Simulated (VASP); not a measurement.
**PbI2 (space group P6_3mc): computed properties**

Calculation: PBEsol GGA, VASP's PBE PAW potentials (set 64) (plane waves; VASP).

```
Quantity                                                                                             Result
-----------------------------------------------  ----------------------------------------------------------
space group                                                                                    P6_3mc (186)
cell                                             a = b = 4.539 Å, c = 14.172 Å, α = β = 90.00°, γ = 120.00°
volume per atom                                                                               42.15 Å³/atom
band gap (over mesh and band path)                                                                  2.16 eV
smallest direct gap (over mesh and band path)                                                       2.16 eV
band-edge character without spin-orbit coupling                                              direct, Γ to Γ
band gap with spin-orbit coupling                                                                   1.51 eV
density                                                                                          6.05 g/cm³
```

```
CELL_PARAMETERS angstrom
      4.53949     0.00000     0.00000
     -2.26974     3.93131     0.00000
      0.00000     0.00000    14.17225
ATOMIC_POSITIONS crystal
  Pb 0.66667 0.33333 0.50008
  Pb 0.33333 0.66667 0.00008
  I  0.66667 0.33333 0.86838
  I  0.33333 0.66667 0.36838
  I  0.00000 0.00000 0.13155
  I  0.00000 0.00000 0.63155
```

Unless said otherwise, spin-orbit coupling is left out, though it shifts the bands of the heavy elements here.

The structure comes from a computed database's PbI2 entry (P6_3mc); how it stands against other phases isn't given here. It was relaxed first, which changed the volume by -6 %. Symmetry was kept, so distortions that lower it aren't found.
